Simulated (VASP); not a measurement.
Level of theory: PBEsol GGA, VASP's PBE PAW potentials (set 64) (plane waves; VASP).

The input files of a VASP run:

File POSCAR:
```
Ge
1
   -0.0000000000     2.8330545933     2.8330545933
    2.8330545933     0.0000000000     2.8330545933
    2.8330545933     2.8330545933     0.0000000000
Ge
2
Direct
  0.0000000000   0.0000000000   1.0000000000
  0.2500000000   0.2500000000   0.2500000000
```

### KPOINTS
```
Automatic mesh
0
Gamma
10 10 10
0 0 0
```

**INCAR**
```
SYSTEM = Ge
PREC = Accurate
ENCUT = 400
EDIFF = 1E-6
NELM = 100
ALGO = Normal
LREAL = .FALSE.
LASPH = .TRUE.
ISMEAR = 1
SIGMA = 0.1
GGA = PS
LMAXMIX = 4
LWAVE = .FALSE.
LCHARG = .FALSE.
IBRION = 2
ISIF = 3
NSW = 60
EDIFFG = -0.01
```

POTCAR, in this order: Ge_d (PBE.64 set). Program: vasp_std.

Task: What does the run give for the energy per atom (σ→0), volume per atom, band gap (on the k-mesh)?

Result: 
```yaml
energy per atom (σ→0): -4.935 eV/atom
band gap (on the k-mesh): none (metal, semimetal or under 0.01 eV)
volume_per_atom: 22.71 Å^3/atom
```

**OSZICAR**
```
...
   2 F= -.98706820E+01 E0= -.98706910E+01  d E =-.137972E-04
       N       E                     dE             d eps       ncg     rms          rms(c)
DAV:   1    -0.987075989630E+01   -0.77257E-04   -0.10622E-03  2242   0.672E-01    0.513E-02
DAV:   2    -0.987070400968E+01    0.55887E-04   -0.81877E-05  2194   0.188E-01    0.253E-02
DAV:   3    -0.987068563326E+01    0.18376E-04   -0.30348E-05  2192   0.101E-01    0.598E-03
DAV:   4    -0.987068350988E+01    0.21234E-05   -0.31921E-06  1302   0.389E-02    0.977E-04
DAV:   5    -0.987068351961E+01   -0.97289E-08   -0.33387E-07   854   0.104E-02
   3 F= -.98706835E+01 E0= -.98706929E+01  d E =-.153184E-04
```

The compound is Ge in the diamond structure. This run relaxes it. Symmetry was kept, so distortions that lower it aren't found. The start is the result of an earlier pass.
